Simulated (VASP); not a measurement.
Given:

```
CELL_PARAMETERS angstrom
      1.77000    -3.06573     0.00000
      1.77000     3.06573     0.00000
      0.00000     0.00000     5.55000
ATOMIC_POSITIONS crystal
  Tm 0.33333 0.66667 0.25000
  Tm 0.66667 0.33333 0.75000
```

The numbers are results of PBE GGA, VASP's PBE PAW potentials (set 64) (plane waves; VASP), not measurements. Settings: 400 eV cut-off, 9×9×5 Γ-centred mesh, first-order Methfessel-Paxton smearing of 0.10 eV, potentials Tm_3.

The 4f electrons are frozen in the core of the lanthanide potential, so 4f levels, which can set the real gap, and their magnetism are missing.

**Question.** Predict the energy per atom (σ→0), band gap (on the k-mesh) with the smallest direct gap where there is one.

**Answer.** 
| Quantity | Result |
|---|---|
| band gap (on the k-mesh) | none (metal, semimetal or under 0.01 eV) |
| energy per atom (σ→0) | -4.474 eV/atom |

Only differences to runs with the same potentials and settings are physical.

The compound is Tm in the hcp structure. The cell was not relaxed at this level.
